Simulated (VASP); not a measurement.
Consider the following.

```
Si
1.0
    0.00000     2.65996     2.65996
    2.65996     0.00000     2.65996
    2.65996     2.65996     0.00000
Si
2
Cartesian
  0.00000   0.00000   0.00000
  1.32998   1.32998   1.32998
```

All values below come from LDA (Ceperley-Alder, Perdew-Zunger), VASP's LDA PAW potentials (set 64) (plane waves; VASP 6.6.1). Numerical set-up: 500 eV cut-off, 9×9×9 Γ-centred mesh, Gaussian smearing of 0.050 eV, potentials Si.

Energy and stress use the plane-wave basis of the starting cell.

**Question.** The ions, cell shape and volume at an external pressure of 10.0 GPa are relaxed. Which structure does the run end with?

**Answer.** 
```
Si
1.0
    0.00000     2.62523     2.62523
    2.62523     0.00000     2.62523
    2.62523     2.62523     0.00000
Si
2
Direct
  0.00000   0.00000   0.00000
  0.25000   0.25000   0.25000
```
Space group Fd-3m (227), at a tolerance of 0.03 Å.

**Question.** How do energy and volume change from the first to the last step?

**Answer.** The energy (σ→0) changes by +33.5 meV/atom and the volume by -3.9 %, in 3 ionic steps.

| step | E(σ→0) (eV) | max force (eV/Å) | pressure (GPa) | volume (Å³) |
|---|---|---|---|---|
| 1 | -11.8913 | 0.000 | 4.95 | 37.64 |
| 2 | -11.6840 | 0.000 | 17.05 | 34.50 |
| 3 | -11.8244 | 0.000 | 9.94 | 36.19 |

The compound is Si in the diamond structure. This run relaxes it under an external pressure of 10 GPa. Symmetry was kept, so distortions that lower it aren't found.
